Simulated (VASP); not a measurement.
Input of a VASP 6.6.1 run:

INCAR

```
SYSTEM = TiC
ALGO = Normal ; EDIFF = 1E-7
EDIFFG = -0.002 ; ENCUT = 520
GGA = PE ; IBRION = 2
ISIF = 3 ; ISMEAR = 0
LASPH = .True. ; LCHARG = .False.
LREAL = .False. ; LWAVE = .False.
NELM = 80 ; NSW = 80
PREC = Accurate ; SIGMA = 0.1
```

File KPOINTS:

```
k-points
0
Gamma
  16 16 16
  0 0 0
```

The input POSCAR:

```
TiC
1.0
    0.0000000000      2.1593000000      2.1593000000
    2.1593000000      0.0000000000      2.1593000000
    2.1593000000      2.1593000000      0.0000000000
Ti C
1 1
Direct
    0.0000000000      0.0000000000      0.0000000000
    0.5000000000      0.5000000000      0.5000000000
```

Potentials or basis: VASP PAW PBE potentials, release 64 (Ti_sv, C).

Command:

```sh
$ cat potpaw_PBE.64/Ti_sv/POTCAR potpaw_PBE.64/C/POTCAR > POTCAR
$ mpirun -np 1 vasp_std > vasp.out
```

Problem. Predict the relaxed cell.

Solution. a = 3.065 Å, b = 3.065 Å, c = 3.065 Å, α = 60.00°, β = 60.00°, γ = 60.00°.

Problem. What does it give for the band gap on the k mesh?

Solution. None (metal or under the smearing width).

Final structure:
```yaml
crystal:
  lattice:
    - [0.00000, 2.16713, 2.16713]
    - [2.16713, 0.00000, 2.16713]
    - [2.16713, 2.16713, 0.00000]
  atoms:
    - { symbol: Ti, position: [0.00000, 0.00000, 0.00000] }
    - { symbol: C, position: [0.50000, 0.50000, 0.50000] }
```

PBE usually gives volumes a little too large and moduli too small. Zero-point motion and thermal expansion aren't in these numbers.
